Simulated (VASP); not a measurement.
Data:

```
CELL_PARAMETERS angstrom
      0.00000     3.02940     3.02940
      3.02940     0.00000     3.02940
      3.02940     3.02940     0.00000
ATOMIC_POSITIONS crystal
  Pb 0.00000 0.00000 0.00000
  F  0.25000 0.25000 0.25000
  F  0.75000 0.75000 0.75000
```

Computed with PBE GGA, VASP's PBE PAW potentials (set 64) (plane waves; VASP). Settings: 520 eV cut-off, 5×5×5 Γ-centred mesh, Gaussian smearing of 0.050 eV, potentials Pb_d F.

Problem. Give the stress tensor in GPa (positive for a compressed cell).

Solution. 
```
-2.00   0.00   0.00
 0.00  -2.00   0.00
 0.00   0.00  -2.00
```
The pressure is its mean diagonal, -2.00 GPa.

The compound is PbF2 in the fluorite structure, the β form. The cell was not relaxed at this level.
